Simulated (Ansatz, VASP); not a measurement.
# Cross-check of BiB between VASP and Ansatz, part 2 of 2

Wanted: the spread between two codes on one cell, functional and k mesh. The cell is generated by rule, not measured, and may not be a known phase. The cell is taken from a series of runs on this material, whose earlier steps may have relaxed, scaled, displaced or heated it; both programs get it as it stands.

VASP 6.6.1 and Ansatz 0.2.0.

So far: The structure; VASP: zone-centre phonons, r2SCAN.

The structure was built from a prototype and need not be the compound's stable phase.

### 3. Ansatz: zone-centre phonons, r2SCAN

Level of this step: Ansatz beside VASP: Kohn-Sham DFT, plane waves, r2SCAN (Ansatz).

Ansatz runs on its default PAW (the set named soft_2) files.

The same cell, functional, mesh and smearing now go to Ansatz, which takes its cutoff from its data sets.

Input file input.yaml:

```yaml
crystal:
  lattice:
    - [3.8649928103, 0.0, 0.0]
    - [-1.9324964052, 3.3471819592, 0.0]
    - [0.0, 0.0, 6.3758713801]
  atoms:
    - { symbol: B, position: [0.3333333333, 0.6666666667, 0.0002233918] }
    - { symbol: B, position: [0.6666666667, 0.3333333333, 0.5002233918] }
    - { symbol: Bi, position: [0.3333333333, 0.6666666667, 0.3747766082] }
    - { symbol: Bi, position: [0.6666666667, 0.3333333333, 0.8747766082] }
kpoints:
  mp_grid: { grid: [9, 9, 6] }
hamiltonian:
  xc: r2scan
scf:
  occupations: { method: gaussian, width: 0.01 }
output:
  eigenvalues: true
phonons:
  method: dfpt
```

Command:

```console
$ ansatz run input.yaml --threads 4 --pin off --max-ram 7168MiB --backend cpu --events-out ev --progress --plain --runs-dir out
```

Numbers of over 12 decimals in the logs are rounded to 6 here.

Output:

```text
Engine: ansatz 0.2.0, aarch64-unknown-linux-gnu
Pseudopotentials: kind: paw
Pseudopotential: B, paw, valence charge 3, recommended cutoff 500 eV (meta_gga), B.paw.azcp
Pseudopotential: Bi, paw, valence charge 15, recommended cutoff 500 eV (meta_gga), Bi.paw.azcp
Functional definition: r2SCAN
  parameter k0 = 0.174
  parameter k1 = 0.065
  parameter a1 = 4.9479
  exchange = r2scan_x(k0 = k0, k1 = k1, a1 = a1)
  correlation = r2scan_c
Crystal: 4 atoms, lattice volume = 82.484 Å³
Basis set: ecut = 500 eV, 2069 PW (Γ), exchange–correlation on 150×150×240 points (125 copies of the dense FFT grid, shifted against one another)
Bands: 22, of which v1, the nominal top of the filled ones, is band 18 counted from 1 (17 counted from 0)
Symmetry: 12 space group operations
k-points: 140 of 486 (irreducible under 2 space group operations, time reversal used)
Non-local potential: B, projectors of the file, l = 0: 2, l = 1: 2, l = 2: 1
Non-local potential: Bi, projectors of the file, l = 0: 2, l = 1: 2, l = 2: 2, l = 3: 2
PAW form: soft (Blöchl's): semilocal exchange-correlation on the pseudo side does not see the compensation charge
PAW frozen core: B, regenerated for the run's functional (the file was generated under x = pbe(κ = 0.804, μ = 0.219515), c = pbe(β = 0.066725))
PAW frozen core: Bi, regenerated for the run's functional (the file was generated under x = pbe(κ = 0.804, μ = 0.219515), c = pbe(β = 0.066725))
PAW one-centre angular grid: B, 302 points (default); XC on 160 Gauss nodes
PAW one-centre angular grid: Bi, 590 points (default); XC on 160 Gauss nodes
Initial density: superposition of atomic densities (neutral atoms: chi_scale 0, normalization atom), corrected by the library's trained network
Initial wavefunctions: pseudopotential atomic-orbital guess
Functional: x = r2scan, c = r2scan; τ floored in thin density (d = 2e-4 eV/Å³)
SCF iter   1: F=—  HF=-25132.096396 eV  |F-HF|=—  |Δ(HF+E_count)|=         —  Δρ=6.08e-3  dr2=3.84e-2  dr2_τ=1.16e-1  ethr=1.77e-3  ⟨swp⟩=6.4  Hψ=14917  notcnv=0
preconditioner: auto → Resta (q_TF=auto, 2.376 Å⁻¹)  ε∞=2.7  [insulator: Δε(μ)=0.143 eV  Ē_g=18.988 eV  σ=0.010 eV  W_gap=1.00  n_scr=22 (ndim 8)  ℏωp=24.5 eV  f_vac=0.007  D(μ)=0.00/eV (n_scr^D=0)  ε∞_Penn≈2.7]
SCF iter   2: F=—  HF=-25132.128136 eV  |F-HF|=—  |Δ(HF+E_count)|=   3.17e-2  Δρ=2.43e-3  dr2=3.29e-3  dr2_τ=2.17e-4  ethr=1.07e-4  ⟨swp⟩=2.7  Hψ=5999  notcnv=0
SCF iter   3: F=—  HF=-25132.128612 eV  |F-HF|=—  |Δ(HF+E_count)|=   4.76e-4  Δρ=8.47e-4  dr2=3.25e-4  dr2_τ=1.20e-5  ethr=9.14e-6  ⟨swp⟩=2.4  Hψ=4449  notcnv=0
SCF iter   4: F=—  HF=-25132.128729 eV  |F-HF|=—  |Δ(HF+E_count)|=   1.17e-4  Δρ=7.92e-5  dr2=4.78e-6  dr2_τ=1.44e-7  ethr=9.03e-7  ⟨swp⟩=2.0  Hψ=4573  notcnv=0
SCF iter   5: F=—  HF=-25132.128729 eV  |F-HF|=—  |Δ(HF+E_count)|=   2.89e-7  Δρ=1.90e-5  dr2=2.37e-7  dr2_τ=9.11e-9  ethr=1.33e-8  ⟨swp⟩=2.7  Hψ=5881  notcnv=0
SCF iter   6: F=—  HF=-25132.128731 eV  |F-HF|=—  |Δ(HF+E_count)|=   1.63e-6  Δρ=2.68e-6  dr2=4.20e-9  dr2_τ=5.46e-10  ethr=6.59e-10  ⟨swp⟩=2.1  Hψ=4520  notcnv=0
SCF iter   7: F=—  HF=-25132.128731 eV  |F-HF|=—  |Δ(HF+E_count)|=   3.15e-9  Δρ=7.21e-7  dr2=3.68e-10  dr2_τ=2.34e-11  ethr=1.17e-11  ⟨swp⟩=2.2  Hψ=5596  notcnv=0
SCF iter   8: F=—  HF=-25132.128731 eV  |F-HF|=—  |Δ(HF+E_count)|=  1.53e-10  Δρ=2.11e-7  dr2=3.13e-11  dr2_τ=1.35e-12  ethr=1.02e-12  ⟨swp⟩=2.0  Hψ=5576  notcnv=0
SCF iter   9: F=-25132.128731 eV  HF=-25132.128731 eV  |F-HF|=0.00e0  |Δ(HF+E_count)|=  3.64e-12  Δρ=4.84e-8  dr2=1.46e-12  dr2_τ=2.64e-14  ethr=1.00e-12  ⟨swp⟩=6.0  Hψ=14847  notcnv=0
SCF 1 converged in 9 iterations: F = -25132.128731 eV  dr2 = 1.46e-12
  greatest PAW one-centre occupation: 0.985 electrons in one spin orbital (limit 2), on the Bi atom at site 3 (counted from 0), in its partial waves of l = 2
DFPT response loops at Γ: preconditioner auto → Resta (q_TF=auto, 2.376 Å⁻¹)  ε∞=17.4 (no band partly filled); β = 1.00, the filter's whole step (`scf.mixing.beta` (0.50) is not read by the response loops at its default; to damp them type it under 1.00, their step now; it binds the ground state too); Broyden in place of MSR1
SCF converged after 9 iterations
Free energy (F): -25132.128731 eV
Harris-Foulkes:  -25132.128731 eV  (|F-HF|=0.00e0)
Internal energy: -25132.128731 eV  (E = F + TS)
E sigma→0 (E₀):  -25132.128731 eV
Fermi energy:    10.766196 eV
--- Per-component energies (eV) ---
  E_band       = -200.486570
  E_kinetic    = 693.159696
  E_local      = -3102.252792  (includes V_loc(G=0)·N_el)
  E_nonlocal   = 1146.987826
  E_hartree    = 1013.413966
  E_xc         = -338.224115
  E_vxc        = -386.102578  (∫ρ·V_xc dr)
  E_paw        = -21542.427978  (= ΣΔE_a)
  E_vpaw       = -603.697028  (= ΣTr[D̂ρ^β])
  E_aug_tail   = -0.000574  (compensation charges beyond the density's cutoff)
  E_vtau       = 24.590943  (kinetic-family band-sum trace: ∫τ·v_τ [+ j·A + Jᵃ·Aᵃ] dr)
  E_ewald      = -3004.498969
  E_core_change = 1.714210  (= ΣΔE_core)
  E_smearing   = -0.000000  (= −TS)
  E_closure    = -0.000000  (closes the sum)
  Σ components = -25132.128731   (vs F -25132.128731, Δ=0.00e0)
--- Band table (eV; the first three rows and the last of 140) ---
  k-point 0: bands = [... 14 lower, 8.8329, 10.4254, 10.6669, 10.6669, 10.8651, 11.1164, 13.3187, 13.3187]
  k-point 1: bands = [... 14 lower, 8.9205, 9.0546, 10.4733, 10.4733, 10.9447, 12.0103, 13.5106, 13.5106]
  k-point 2: bands = [... 14 lower, 9.1746, 9.1746, 10.0382, 10.0382, 11.1822, 12.0126, 13.9628, 13.9628]
  k-point 139: bands = [... 14 lower, 6.6232, 6.6232, 7.7365, 7.7365, 12.6180, 12.6180, 14.6978, 14.6978]
--- Phonons (Γ-DFPT): 4 representative perturbations + reference, on 140 of 486 k-points (Σ response iterations 33) ---
  k mesh reduced under 2 symmetry operations, with k and −k counted as one. Each operation leaves every solved perturbation unchanged. A smaller set is not considered because the functional reads the kinetic-energy density
  ASR residual: 2.067e-4 → 0.000e0 eV/Å²; symmetrization residual: 3.005e-6 eV/Å²
  ASR residual per site (eV/Å²): 2.07e-4 2.07e-4 2.68e-5 2.68e-5
  Γ frequencies (cm⁻¹): 0.00 0.00 0.00 59.79 59.79 156.11 511.93 511.93 532.34 537.76 537.76 551.80
  non-analytic LO–TO correction: not included (Born effective charges unavailable; polar crystals: no LO–TO splitting at Γ)
```

Reading the cycles: dr2 is the Hartree energy of the density residual (eV), the measure of convergence; HF is the Harris–Foulkes estimate of the energy, which meets the free energy F at convergence.

### 4. Comparison

Known differences besides the potentials themselves: VASP keeps PBE cores, Ansatz makes them for the functional; the cutoff is 500 eV in Ansatz and 550 eV in VASP; VASP uses finite displacements, Ansatz perturbation theory. Total energies have different zeros and are not compared.

Both answers:

```
                  quantity  Ansatz   VASP  difference
optical mode 1 to 2 (cm⁻¹)    59.8   60.4     -1.06 %
     optical mode 3 (cm⁻¹)   156.1  156.3     -0.15 %
optical mode 4 to 5 (cm⁻¹)   511.9  511.4     +0.10 %
     optical mode 6 (cm⁻¹)   532.3  531.8     +0.09 %
optical mode 7 to 8 (cm⁻¹)   537.8  537.1     +0.13 %
     optical mode 9 (cm⁻¹)   551.8  551.9     -0.02 %
```

Modes are paired by rising frequency, not by their patterns, so a pair may set unlike modes beside each other; they are those without the splitting of longitudinal modes.

### 5. Summary of results

| Quantity | Value |
| --- | --- |
| r.m.s. difference of the optical zone-centre modes, each program's sorted by frequency (zone-centre phonons, r2SCAN) | 0.54 cm⁻¹ |
| difference in optical mode 1 to 2 (zone-centre phonons, r2SCAN) | -1.1 % |

The r.m.s. difference of the optical zone-centre modes, each program's sorted by frequency is 0.54 cm⁻¹ (zone-centre phonons, r2SCAN). Among the rows given in per cent, the largest difference of the zone-centre phonons, r2SCAN pair is in optical mode 1 to 2, -1.1 %. How closely two codes agree says nothing of how well the functional describes the real material.

[Lines on the potential files, build, host, timing and source positions are cut from VASP's logs without a mark.]

[Logs are printed without paths, hosts, clocks, repeated set-up lines and the standing remarks that a program may print on its own settings, such as how far it seeks lower states.]

[Hosts, paths, dates, database ids (printed as entryN), source tags and the programs' standing remarks are cut or masked in the printed files.]
